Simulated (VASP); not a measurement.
```yaml
crystal:
  lattice:
    - [2.85487, 0.00000, 0.00000]
    - [0.00000, 2.85487, 0.00000]
    - [0.00000, 0.00000, 2.85487]
  atoms:
    - { symbol: Al, position: [0.50000, 0.50000, 0.50000] }
    - { symbol: Fe, position: [0.00000, 0.00000, 0.00000] }
```

All values below come from rev-vdW-DF2, VASP's PBE PAW potentials (set 64) (plane waves; VASP). Settings: 520 eV cut-off, Gaussian smearing of 0.050 eV, potentials Al Fe.

**Question.** Give the energies of bands 1 to 8 at the high-symmetry points, in eV from the Fermi level.

**Answer.** 
```csv
band,Γ,X,M,R
1,-10.34,-6.09,-4.72,-3.33
2,-2.23,-5.90,-2.28,-3.33
3,-2.23,-1.56,-1.95,-3.33
4,0.17,-0.85,-1.95,0.94
5,0.17,-0.85,-0.60,0.94
6,0.17,0.31,-0.60,3.21
7,6.64,1.34,0.90,3.21
8,6.64,8.92,3.65,3.21
```

It has no gap at this level: it comes out as a metal or semimetal.

The compound is FeAl in the CsCl type structure. It was relaxed first, which changed the volume by -6 %. The run is not spin-polarised, so no magnetic state was tried. The electron count is odd and the run is not spin-polarised, which forces a metal.
